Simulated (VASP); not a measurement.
Level of theory: PBE GGA, VASP's PBE PAW potentials (set 64) (plane waves; VASP).

Input for VASP

### POSCAR
```
BP
1
    0.0000000000     2.2700000000     2.2700000000
    2.2700000000     0.0000000000     2.2700000000
    2.2700000000     2.2700000000     0.0000000000
B P
1 1
Direct
  0.0000000000   0.0000000000   0.0000000000
  0.2500000000   0.2500000000   0.2500000000
```

KPOINTS:
```
Automatic mesh
0
Gamma
8 8 8
0 0 0
```

### INCAR
```
SYSTEM = BP
PREC = Accurate; ENCUT = 520; LREAL = .FALSE.
LASPH = .TRUE.
EDIFF = 1E-6; NELM = 100; ALGO = Normal
ISMEAR = 0; SIGMA = 0.05
GGA = PE
ISIF = 2
LWAVE = .FALSE.; LCHARG = .FALSE.
```

POTCAR, in this order: B P (PBE.64 set). Program: vasp_std.

**Question.** What does the run give for the energy per atom (σ→0)?

**Answer.** 
```json
{
  "energy per atom (σ→0)": "-6.464 eV/atom"
}
```

File OSZICAR:
```
...
DAV:   6    -0.130270435184E+02    0.60719E+00   -0.16364E+00   528   0.700E+00    0.392E+00
DAV:   7    -0.129363238787E+02    0.90720E-01   -0.25559E-01   696   0.308E+00    0.131E+00
DAV:   8    -0.129282604947E+02    0.80634E-02   -0.27941E-02   512   0.116E+00    0.213E-01
DAV:   9    -0.129285685691E+02   -0.30807E-03   -0.46299E-04   648   0.200E-01    0.120E-01
DAV:  10    -0.129287665866E+02   -0.19802E-03   -0.29060E-04   536   0.135E-01    0.269E-02
DAV:  11    -0.129287766007E+02   -0.10014E-04   -0.12275E-05   656   0.309E-02    0.314E-02
DAV:  12    -0.129287773991E+02   -0.79844E-06   -0.30938E-06   488   0.116E-02
   1 F= -.12928777E+02 E0= -.12928777E+02  d E =-.500728E-15
```

The compound is BP in the zinc blende structure. The cell was not relaxed at this level.
